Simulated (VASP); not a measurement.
```
CELL_PARAMETERS angstrom
      2.86269     0.00000     0.00000
      0.00000     2.86269     0.00000
      0.00000     0.00000     2.86269
ATOMIC_POSITIONS crystal
  Cr 0.00000 0.00000 0.00000
  Cr 0.50000 0.50000 0.50000
```
Starting moments (μB, in the order of the record's atoms Cr Cr): 1.4 -1.4.

The numbers are results of revPBE GGA, VASP's PBE PAW potentials (set 64) (plane waves; VASP), not measurements. Numerical set-up: 520 eV cut-off, 13×13×13 Γ-centred mesh, first-order Methfessel-Paxton smearing of 0.10 eV, potentials Cr_pv.

### Question
Predict the cell moment, energy per atom (σ→0), pressure, band gap (on the k-mesh) with the smallest direct gap where there is one.

### Answer

```json
{
 "band gap (on the k-mesh)": "none (metal, semimetal or under 0.01 eV)",
 "cell_moment": "0.00 μB",
 "energy per atom (σ→0)": "-9.126 eV/atom",
 "pressure": "55.6 kbar"
}
```

### Question
Give the moment on each site (PAW-sphere projection).

### Answer

```
site  moment (μB)
----  -----------
Cr1          1.20
Cr2         -1.20
```

Only differences to runs with the same potentials and settings are physical.

The compound is Cr in the bcc, AFM order structure. This cell is one point of a volume scan, at 0.97 of the reference volume.
